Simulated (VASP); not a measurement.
Computed with PBE GGA, VASP's PBE PAW potentials (set 64) (plane waves; VASP).

The input files of a VASP run:

KPOINTS:
```
Automatic mesh
0
Monkhorst-Pack
3 3 3
0 0 0
```

**INCAR**
```
SYSTEM = NaI
PREC = Accurate
ENCUT = 400
EDIFF = 1E-6
NELM = 100
ALGO = Normal
LREAL = .FALSE.
LASPH = .TRUE.
ISMEAR = 0
SIGMA = 0.05
GGA = PE
LMAXMIX = 4
LWAVE = .FALSE.
LCHARG = .FALSE.
ISIF = 2
```

**POSCAR**
```
NaI
1
    0.0000000000     3.2350000000     3.2350000000
    3.2350000000     0.0000000000     3.2350000000
    3.2350000000     3.2350000000     0.0000000000
Na I
1 1
Direct
  0.0000000000   0.0000000000   0.0000000000
  0.5000000000   0.5000000000   0.5000000000
```

POTCAR, in this order: Na_pv I (PBE.64 set). Program: vasp_std.

Gaps are read on the run's mesh, which can miss a band edge. Unless said otherwise, spin-orbit coupling is left out, though it shifts the bands of the heavy elements here.

Question: Predict the energy per atom (σ→0), band gap (on the k-mesh).

Answer: 
* **energy per atom (σ→0)**: -2.671 eV/atom
* **band gap (on the k-mesh)**: 3.63 eV

OSZICAR:
```
...
DAV:   6    -0.534868181825E+01    0.67541E-01   -0.85180E-02   100   0.203E+00    0.113E+00
DAV:   7    -0.533881441906E+01    0.98674E-02   -0.77937E-02    97   0.175E+00    0.627E-01
DAV:   8    -0.534118068538E+01   -0.23663E-02   -0.55890E-03    91   0.746E-01    0.183E-01
DAV:   9    -0.534115103926E+01    0.29646E-04   -0.19255E-04    88   0.157E-01    0.403E-02
DAV:  10    -0.534117145683E+01   -0.20418E-04   -0.43623E-05   112   0.823E-02    0.883E-03
DAV:  11    -0.534117246281E+01   -0.10060E-05   -0.49534E-06    91   0.283E-02    0.240E-03
DAV:  12    -0.534117287799E+01   -0.41518E-06   -0.57509E-07    72   0.583E-03
   1 F= -.53411729E+01 E0= -.53411729E+01  d E =-.107114E-18
```

The compound is NaI in the rock salt structure. The cell was not relaxed at this level. The k-mesh is coarse (spacing up to 0.56 per Å, 2π included), so the numbers may not be converged in it. The run is one of a series of settings (KPOINTS 3×3×3 Monkhorst-Pack mesh against the base run), some of them coarse on purpose.
